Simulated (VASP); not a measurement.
Write the native input for VASP 6.6.1 that does the following.

* Task: relaxation of cell and atoms
* Functional: PBE
* Potentials or basis: VASP PAW PBE potentials, release 64 (Ni)
* Cutoff: 520 eV
* k mesh: 20 × 20 × 20
* Occupations: gaussian, width 0.3 eV
* Spin: collinear spin, ferromagnetic start
* Starting moments: [0.8] μB
* Further INCAR settings: ALGO = Fast; EDIFF = 1e-07; IBRION = 2; EDIFFG = -0.002; NSW = 80; ISIF = 3

The structure of Ni lies in POSCAR:

```
Ni                                      
1.0
    0.0000000000      1.7605908560      1.7605908560
    1.7605908560      0.0000000000      1.7605908560
    1.7605908560      1.7605908560      0.0000000000
  Ni            
     1
Direct
     0.0000000000000000    0.0000000000000000    0.0000000000000000
```

One way to write it, as run:

INCAR

```
SYSTEM = Ni
ALGO     = Fast           ! electronic algorithm
EDIFF    = 1E-7           ! SCF threshold, eV
EDIFFG   = -0.002         ! ionic threshold
ENCUT    = 520            ! plane-wave cutoff, eV
GGA      = PE             ! functional
IBRION   = 2              ! ionic algorithm
ISIF     = 3              ! what is computed and relaxed
ISMEAR   = 0              ! smearing method
ISPIN    = 2              ! spin polarisation
LASPH    = .TRUE.         ! aspherical terms in the spheres
LCHARG   = .FALSE.        ! write CHGCAR
LMAXMIX  = 4              ! l up to which the mixer works
LORBIT   = 11             ! projections on sites
LREAL    = .FALSE.        ! projectors in reciprocal space
LWAVE    = .FALSE.        ! write WAVECAR
MAGMOM   = 0.8            ! initial moments
NELM     = 150            ! most SCF steps
NSW      = 80             ! ionic steps
PREC     = Accurate       ! precision mode
SIGMA    = 0.3            ! smearing width, eV
```

KPOINTS

```
k-points
0
G
  20 20 20
  0 0 0
```

Potentials or basis: VASP PAW PBE potentials, release 64 (Ni).

Run with:

```bash
$ cat potpaw_PBE.64/Ni/POTCAR > POTCAR
$ mpirun -np 1 vasp_std > vasp.out
```

Results of the run:

| Quantity | Value |
| --- | --- |
| Energy gained by relaxing | 0.0 meV/atom |
| Ionic steps | 8 |
| Pressure after relaxing | 0.0 GPa |
| Band gap on the k mesh | none (metal or under the smearing width) |
| Net moment | 0.61 μB per cell |
| Site moments | Ni +0.62 μB |
| Valence electrons inside the program's atomic spheres | Ni 9.30 |

It took 73 s on 1 thread of Intel(R) Xeon(R) 6975P-C (Granite Rapids) (shared host), peak memory 0.17 GiB.
